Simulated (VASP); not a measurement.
# HfSi2B4 (P2/m) in VASP: a series of runs

One crystal, HfSi2B4, is run at these levels: PBE, r2SCAN; tasks: relaxation of cell and atoms, single point.

Everything below comes from runs of VASP 6.6.1. Logs are shortened: lines on timing, memory, paths and dates and some standing lists are left out, and cuts for length are marked.

## 1. The crystal as given

The structure is monoclinic, space group P2/m (No. 10). Conventional cell: a = 4.678 Å, b = 3.193 Å, c = 5.206 Å, α = 90.00°, β = 92.50°, γ = 90.00°. Hf (site symmetry 2/m) is surrounded by 8 B at 2.47 to 2.58 Å and 4 Si at 2.70 to 2.73 Å. Si (site symmetry m) has 4 B at 2.13 to 2.34 Å as nearest neighbours. B (site symmetry m) has 3 B at 1.69 to 1.80 Å as nearest neighbours. Around B (site symmetry m) lie 2 B at 1.69 to 1.76 Å.

The cell was built by a generator and needn't be a form met in nature.

## 2. Relaxation of cell and atoms, PBE

INCAR

```
PREC = Accurate
ENCUT = 520
EDIFF = 1E-6
ISMEAR = 0
SIGMA = 0.1
LREAL = False
LASPH = True
NELM = 120
ALGO = Normal
ISIF = 3
LWAVE = False
LCHARG = False
GGA = PE
IBRION = 2
NSW = 90
EDIFFG = -0.01
KPAR = 4
```

KPOINTS

```
Automatic mesh
0
Gamma
  6 10 6
```

POSCAR

```
HfSi2B4
1.0
    4.6780300100      0.0000000000      0.0000000000
    0.0000000000      3.1925806400      0.0000000000
   -0.2269090100      0.0000000000      5.2011824000
Hf Si B
1 2 4
Direct
    0.5000000000      0.0000000000      0.5000000000
    0.9828787400      0.0000000000      0.2357419900
    0.0171212600      0.0000000000      0.7642580100
    0.6293647900      0.5000000000      0.1331628100
    0.7227700100      0.5000000000      0.8101840200
    0.3706352100      0.5000000000      0.8668371900
    0.2772299900      0.5000000000      0.1898159800
```

Potentials or basis: VASP PAW PBE potentials, release 64 (Hf_pv, Si, B).

Run with:

```bash
$ cat potpaw_PBE.64/Hf_pv/POTCAR potpaw_PBE.64/Si/POTCAR potpaw_PBE.64/B/POTCAR > POTCAR
$ mpirun -np 4 vasp_std > vasp.out
```

OUTCAR:

```text
PREC = Accurate
   ENCUT = 520
   EDIFF = 1E-6
   ISMEAR = 0
   LREAL = False
   LASPH = True
   NELM = 120
   ISIF = 3
   GGA = PE
   IBRION = 2
   NSW = 90
   EDIFFG = -0.01

 ion  position               nearest neighbor table
   1  0.500  0.000  0.500-   5 2.47   7 2.47   5 2.47   7 2.47   4 2.58   6 2.58   6 2.58   4 2.58
                             2 2.70   3 2.70   3 2.73   2 2.73
   2  0.983  0.000  0.236-   7 2.13   7 2.13   4 2.34   4 2.34   3 2.47   1 2.70   1 2.73   3 2.75

   3  0.017  0.000  0.764-   5 2.13   5 2.13   6 2.34   6 2.34   2 2.47   1 2.70   1 2.73   2 2.75

   4  0.629  0.500  0.133-   7 1.69   5 1.76   6 1.80   2 2.34   2 2.34   1 2.58   1 2.58
   5  0.723  0.500  0.810-   6 1.69   4 1.76   3 2.13   3 2.13   1 2.47   1 2.47
   6  0.371  0.500  0.867-   5 1.69   7 1.76   4 1.80   3 2.34   3 2.34   1 2.58   1 2.58
   7  0.277  0.500  0.190-   4 1.69   6 1.76   2 2.13   2 2.13   1 2.47   1 2.47

  LATTYP: Found a simple monoclinic cell.
 ALAT       =     4.6780300100
 B/A-ratio  =     0.6824626249
 C/A-ratio  =     1.1128893254
 COS(beta)  =    -0.0435849709

  Lattice vectors:

 A1 = (   4.6780300100,   0.0000000000,   0.0000000000)
 A2 = (   0.0000000000,   3.1925806400,   0.0000000000)
 A3 = (  -0.2269090100,   0.0000000000,   5.2011824000)

Analysis of symmetry for initial positions (statically):
=====================================================================
 Subroutine PRICEL returns:
 Original cell was already a primitive cell.

 Routine SETGRP: Setting up the symmetry group for a
 simple monoclinic supercell.

 Subroutine GETGRP returns: Found  4 space group operations
 (whereof  4 operations were pure point group operations)
 out of a pool of  4 trial point group operations.

The static configuration has the point symmetry C_2h.

Analysis of symmetry for dynamics (positions and initial velocities):
=====================================================================
 Subroutine PRICEL returns:
 Original cell was already a primitive cell.

 Routine SETGRP: Setting up the symmetry group for a
 simple monoclinic supercell.

 Subroutine GETGRP returns: Found  4 space group operations
 (whereof  4 operations were pure point group operations)
 out of a pool of  4 trial point group operations.

The dynamic configuration has the point symmetry C_2h.

 Subroutine INISYM returns: Found  4 space group operations
 (whereof  4 operations are pure point group operations),
 and found     1 'primitive' translations

----------------------------------------------------------------------------------------

                                     Primitive cell

  volume of cell :      77.6796

  direct lattice vectors                    reciprocal lattice vectors
     4.678030010  0.000000000  0.000000000     0.213765196  0.000000000  0.009325812
     0.000000000  3.192580640  0.000000000     0.000000000  0.313226231  0.000000000
    -0.226909010  0.000000000  5.201182400     0.000000000  0.000000000  0.192263974

  length of vectors
     4.678030010  3.192580640  5.206129662     0.213968525  0.313226231  0.192263974

  position of ions in fractional coordinates (direct lattice)
     0.500000000  0.000000000  0.500000000
     0.982878740  0.000000000  0.235741990
     0.017121260  0.000000000  0.764258010
     0.629364790  0.500000000  0.133162810
     0.722770010  0.500000000  0.810184020
     0.370635210  0.500000000  0.866837190
     0.277229990  0.500000000  0.189815980

  ion indices of the primitive-cell ions
   primitive index   ion index
                 1           1
                 2           2
                 3           3
                 4           4
                 5           5
                 6           6
                 7           7

----------------------------------------------------------------------------------------

 KPOINTS: Automatic mesh

Automatic generation of k-mesh.
 Grid dimensions read from file:
 generate k-points for:    6   10    6

 Generating k-lattice:

  Cartesian coordinates                     Fractional coordinates (reciprocal lattice)
     0.035627533  0.000000000  0.001554302     0.166666667  0.000000000  0.000000000
     0.000000000  0.031322623  0.000000000     0.000000000  0.100000000  0.000000000
     0.000000000  0.000000000  0.032043996     0.000000000  0.000000000  0.166666667

  Length of vectors
     0.035661421  0.031322623  0.032043996

  Shift w.r.t. Gamma in fractional coordinates (k-lattice)
     0.000000000  0.000000000  0.000000000

 Subroutine IBZKPT returns following result:
 ===========================================

 Found    120 irreducible k-points:

 Following reciprocal coordinates:
            Coordinates               Weight
  0.000000  0.000000  0.000000      1.000000
  0.166667  0.000000  0.000000      2.000000
  0.333333  0.000000  0.000000      2.000000
  0.500000  0.000000  0.000000      1.000000
  0.000000  0.100000  0.000000      2.000000
  0.166667  0.100000  0.000000      4.000000
[... 16 lines left out ...]
  0.333333  0.500000  0.000000      2.000000
  0.500000  0.500000  0.000000      1.000000
 [... further k-points ...]
   k-points           NKPTS =    120   k-points in BZ     NKDIM =    120   number of bands    NBANDS=     19
   number of dos      NEDOS =    301   number of ions     NIONS =      7
   total plane-waves  NPLWV =  34560
   dimension x,y,z NGX =    36 NGY =   24 NGZ =   40
   dimension x,y,z NGXF=    72 NGYF=   48 NGZF=   80
   ions per type =               1   2   4
   NGX,Y,Z   is equivalent  to a cutoff of  12.79, 12.50, 12.77 a.u.
   NGXF,Y,Z  is equivalent  to a cutoff of  25.59, 24.99, 25.55 a.u.
 SYSTEM =  unknown system
   PREC   = accura    normal or accurate (medium, high low for compatibility)
   ISTART =      0    job   : 0-new  1-cont  2-samecut
   ICHARG =      2    charge: 1-file 2-atom 10-const
   ISPIN  =      1    spin polarized calculation?
   LNONCOLLINEAR =      F non collinear calculations
   LSORBIT =      F    spin-orbit coupling
   LASPH  =      T    aspherical Exc in radial PAW
   ENCUT  =  520.0 eV  38.22 Ry    6.18 a.u.   8.70  5.94  9.68*2*pi/ulx,y,z
   NELM   =    120;   NELMIN=  2; NELMDL= -5     # of ELM steps
   EDIFF  = 0.1E-05   stopping-criterion for ELM
   LREAL  =      F    real-space projection
   EDIFFG = -.1E-01   stopping-criterion for IOM
   NSW    =     90    number of steps for IOM
   IBRION =      2    ionic relax: 0-MD 1-quasi-New 2-CG
   NFREE  =      1    steps in history (QN), initial steepest desc. (CG)
   ISIF   =      3    stress and relaxation
   ISYM   =      2    0-nonsym 1-usesym 2-fastsym
   POTIM  = 0.5000    time-step for ionic-motion
   TEBEG  =    0.0;   TEEND  =   0.0 temperature during run
   PSTRESS=    0.0 pullay stress
   NELECT =      30.0000    total number of electrons
   NUPDOWN=      -1.0000    fix difference up-down
   EMIN   =  10.00;   EMAX   =-10.00  energy-range for DOS
   EFERMI =   0.00;   METHOD = LEGACY
   ISMEAR =     0;   SIGMA  =   0.10  broadening in eV -4-tet -1-fermi 0-gaus
   EFERMI_NEDOS =   21; number of points for ismear=-14 and -15
   IALGO  =     38    algorithm
   IMIX   =      4    mixing-type and parameters
     AMIX     =   0.40;   BMIX     =  1.00
     AMIX_MAG =   1.60;   BMIX_MAG =  1.00
  volume/ion in A,a.u.               =      11.10        74.89
  Fermi-wavevector in a.u.,A,eV,Ry     =   1.192192  2.252917 19.338262  1.421322
  Thomas-Fermi vector in A             =   2.328236
   LORBIT       =      0    0 simple, 1 ext, 2 COOP (PROOUT), +10 PAW based schemes
   GGA     = PE    functional components
   LHFCALC =     F    Hartree Fock is set to
   AEXX    =    0.0000 exact exchange contribution
   IVDW    =     0    specifies the selected vdW correction
   LEPSILON=     F    determine dielectric tensor
   LRPA    =     F    only Hartree local field effects (RPA)
 conjugate gradient relaxation of ions
 non-spin polarized calculation
 Gauss-broadening in eV      SIGMA  =   0.10
  energy-cutoff  :      520.00
  volume of cell :       77.68
 maximum number of plane-waves:      2116
   NGX = 17   NGY = 11   NGZ = 19

--------------------------------------- Ionic step        1  -------------------------------------------

 number of electron      30.0000000 magnetization

 Free energy of the ion-electron system (eV)
  ---------------------------------------------------
  ext. energy  EPLUGINS =         0.00000000
  ---------------------------------------------------
  free energy    TOTEN  =       -47.33354600 eV

  energy without entropy =      -47.32503511  energy(sigma->0) =      -47.32929055

------------------------ aborting loop because EDIFF is reached ----------------------------------------

  FORCE on cell =-STRESS in cart. coord.  units (eV):
  Direction    XX          YY          ZZ          XY          YZ          ZX
  --------------------------------------------------------------------------------------
  -------------------------------------------------------------------------------------
  Total        0.0381399      0.0111092     -0.0676663      0.0000000      0.0000000      0.1079657
  in kB        0.7866528      0.2291326     -1.3956477      0.0000000      0.0000000      2.2268415
  external PRESSURE =      -0.1266208 kB  Pullay stress =       0.0000000 kB
[... 190 lines left out ...]
  energy  without entropy=      -47.3255023172  energy(sigma->0) =      -47.32972360

--------------------------------------- Ionic step        6  -------------------------------------------

 number of electron      30.0000000 magnetization

 Free energy of the ion-electron system (eV)
  ---------------------------------------------------
  ext. energy  EPLUGINS =         0.00000000
  ---------------------------------------------------
  free energy    TOTEN  =       -47.33399945 eV

  energy without entropy =      -47.32554190  energy(sigma->0) =      -47.32977068

 E-fermi :   7.2595     XC(G=0): -11.5253

 val. band max:        7.2504509852   @ k =   0.3333   0.4000   0.5000
 cond. band min:       7.2747878606   @ k =   0.1667   0.1000   0.3333
 fundamental gap:      0.0243368755
 Fermi energy:         7.2594717210

 k-point     1 :       0.0000    0.0000    0.0000
  band No.  band energies     occupation
      1     -23.1123      2.00000
      2     -23.0452      2.00000
      3     -22.8168      2.00000
      4      -6.5829      2.00000
      5      -2.2507      2.00000
      6      -1.6298      2.00000
[... 11 lines left out ...]
     18      11.0059      0.00000
     19      12.1097      0.00000
[... 489 lines left out ...]
      3     -22.9785      2.00000
      4      -3.6693      2.00000
      5      -1.8930      2.00000
      6      -1.8552      2.00000
[... 11 lines left out ...]
     18      11.4743      0.00000
     19      11.4802      0.00000

 [... further k-points ...]

------------------------ aborting loop because EDIFF is reached ----------------------------------------

  FORCE on cell =-STRESS in cart. coord.  units (eV):
  Direction    XX          YY          ZZ          XY          YZ          ZX
  --------------------------------------------------------------------------------------
  -------------------------------------------------------------------------------------
  Total        0.0143000      0.0179261      0.0144504      0.0000000      0.0000000      0.0208628
  in kB        0.2948477      0.3696119      0.2979481      0.0000000      0.0000000      0.4301622
  external PRESSURE =       0.3208026 kB  Pullay stress =       0.0000000 kB
[... 22 lines left out ...]
  FREE ENERGIE OF THE ION-ELECTRON SYSTEM (eV)
  ---------------------------------------------------
  free  energy   TOTEN  =       -47.3339994486 eV

  energy  without entropy=      -47.3255419047  energy(sigma->0) =      -47.32977068

 reached required accuracy - stopping structural energy minimisation
```

It took 60 s on 4 MPI ranks of AMD EPYC 9R45 (Zen 5), shared host; peak memory 0.29 GiB.

What came out:

```
Free energy                            : -47.3340 eV
Relaxed volume                         : 11.10 Å³/atom
Relaxed cell                           : a = 4.683 Å, b = 3.193 Å, c = 5.202 Å, α = 90.00°, β = 92.39°, γ = 90.00°
Space group after relaxing (to 0.05 Å) : P2/m (No. 10)
Energy gained by relaxing              : 0.1 meV/atom
Ionic steps                            : 6
Pressure after relaxing                : 0.0 GPa
Largest force after relaxing           : 0.007 eV/Å
Band gap on the k mesh                 : none (metal or under the smearing width)
```

Forces on the atoms (eV/Å):
```
Hf   0.000  0.000  0.000
Si  -0.005  0.000  0.002
Si   0.005  0.000 -0.002
B    0.001  0.000 -0.007
B    0.000  0.000 -0.004
B   -0.001  0.000  0.007
B    0.000  0.000  0.004
```

Step by step:
```tsv
step	energy change (eV)	largest force (eV/Å)	pressure (GPa)	volume (Å³)
1	0.0000	0.0360	-0.01	77.68
2	-0.0003	0.0344	0.08	77.67
3	-0.0003	0.0347	0.09	77.67
4	-0.0004	0.0183	-0.07	77.73
5	-0.0004	0.0176	-0.07	77.74
6	-0.0005	0.0068	0.03	77.71
```

Final structure:
```cif
data_structure
_symmetry_space_group_name_H-M 'P 1'
_symmetry_Int_Tables_number 1
_cell_length_a 4.6832
_cell_length_b 3.1926
_cell_length_c 5.2016
_cell_angle_alpha 90.000
_cell_angle_beta 92.386
_cell_angle_gamma 90.000
_cell_volume 77.71
loop_
_atom_site_label
_atom_site_type_symbol
_atom_site_fract_x
_atom_site_fract_y
_atom_site_fract_z
_atom_site_occupancy
Hf1 Hf 0.50000 0.00000 0.50000 1
Si1 Si 0.98398 0.00000 0.23654 1
Si2 Si 0.01602 0.00000 0.76346 1
B1 B 0.62917 0.50000 0.13329 1
B2 B 0.72252 0.50000 0.81039 1
B3 B 0.37083 0.50000 0.86671 1
B4 B 0.27748 0.50000 0.18961 1
```

The run has no spin-orbit coupling, so splittings on Hf are missing.

## 3. Relaxation of cell and atoms, PBE

INCAR: that of step 2 with these lines changed.

```diff
@@ -2,3 +2,3 @@
 ENCUT = 520
-EDIFF = 1E-6
+EDIFF = 1E-7
 ISMEAR = 0
@@ -14,4 +14,5 @@
 IBRION = 2
-NSW = 90
-EDIFFG = -0.01
+NSW = 60
+EDIFFG = -0.005
+POTIM = 0.3
 KPAR = 4
```

KPOINTS is that of step 2.

POSCAR

```
HfSi2B4                                 
1.0
    4.6832394194      0.0000000000      0.0047741610
    0.0000000000      3.1926125951      0.0000000000
   -0.2218494535      0.0000000000      5.1968341083
  Hf              Si              B             
     1     2     4
Direct
     0.5000000000000000    0.0000000000000000    0.5000000000000000
     0.9839811741459028    0.0000000000000000    0.2365447990202473
     0.0160188258540973    0.0000000000000000    0.7634552009797527
     0.6291735558032412    0.5000000000000000    0.1332871934973639
     0.7225210477858532    0.5000000000000000    0.8103888445233105
     0.3708264441967588    0.5000000000000000    0.8667128065026360
     0.2774789522141467    0.5000000000000000    0.1896111554766895
```

Potentials or basis: VASP PAW PBE potentials, release 64 (Hf_pv, Si, B).

Run with:

```bash
$ cat potpaw_PBE.64/Hf_pv/POTCAR potpaw_PBE.64/Si/POTCAR potpaw_PBE.64/B/POTCAR > POTCAR
$ mpirun -np 4 vasp_std > vasp.out
```

Wall time 41 s (4 MPI ranks of AMD EPYC 9R45 (Zen 5), shared host); peak memory 0.3 GiB.

Results (log left out):

```yaml
Free_energy: -47.3340 eV
Relaxed_volume: 11.10 Å³/atom
Relaxed_cell: a = 4.684 Å, b = 3.193 Å, c = 5.202 Å, α = 90.00°, β = 92.37°, γ = 90.00°
Space_group_after_relaxing_to_0.05_Å: P2/m (No. 10)
Energy_gained_by_relaxing: 0.0 meV/atom
Ionic_steps: 3
Pressure_after_relaxing: 0.0 GPa
Largest_force_after_relaxing: 0.005 eV/Å
Band_gap_on_the_k_mesh: none (metal or under the smearing width)
```

Forces in eV/Å, atoms in the order of the input:
```
Hf   0.000  0.000  0.000
Si   0.003  0.000  0.001
Si  -0.003  0.000 -0.001
B   -0.003  0.000 -0.004
B    0.000  0.000 -0.004
B    0.003  0.000  0.004
B    0.000  0.000  0.004
```

Final structure:
```
CELL_PARAMETERS angstrom
4.68372 0.00000 0.00550
0.00000 3.19305 0.00000
-0.22107 0.00000 5.19740
ATOMIC_POSITIONS crystal
Hf 0.50000 0.00000 0.50000
Si 0.98393 0.00000 0.23657
Si 0.01607 0.00000 0.76343
B 0.62918 0.50000 0.13322
B 0.72252 0.50000 0.81034
B 0.37082 0.50000 0.86678
B 0.27748 0.50000 0.18966
```

Levels at points of the mesh, in eV from the Fermi level:
| k point | band 11 | band 12 | band 13 | band 14 | band 15 | band 16 | band 17 | band 18 | band 19 |
| --- | --- | --- | --- | --- | --- | --- | --- | --- | --- |
| (0.00, 0.00, 0.00) | -3.26 | -2.43 | -0.84 | -0.51 | 0.24 | 1.39 | 2.50 | 3.75 | 4.85 |
| (0.50, 0.00, 0.00) | -1.62 | -1.48 | -1.25 | 0.29 | 0.61 | 1.12 | 1.29 | 1.95 | 2.38 |
| (0.00, 0.50, 0.00) | -3.57 | -3.52 | -3.45 | -2.98 | -1.97 | -1.30 | -0.80 | 3.59 | 3.60 |
| (0.50, 0.50, 0.00) | -3.44 | -3.10 | -3.03 | -2.28 | -1.04 | -0.48 | 0.39 | 4.21 | 4.22 |
| (0.00, 0.00, 0.50) | -3.00 | -1.96 | -1.38 | 0.32 | 0.51 | 1.72 | 1.86 | 3.07 | 3.49 |
| (0.50, 0.00, 0.50) | -2.26 | -1.95 | -0.83 | -0.58 | -0.43 | 0.21 | 0.33 | 2.53 | 2.67 |
| (0.00, 0.50, 0.50) | -4.20 | -3.39 | -3.17 | -1.92 | -1.89 | -0.80 | 1.96 | 2.15 | 3.64 |
| (0.50, 0.50, 0.50) | -4.71 | -3.73 | -1.51 | -0.99 | -0.27 | 0.61 | 1.42 | 1.42 | 2.70 |

The run has no spin-orbit coupling, so splittings on Hf are missing.

(Continued in part 2 of 2.)
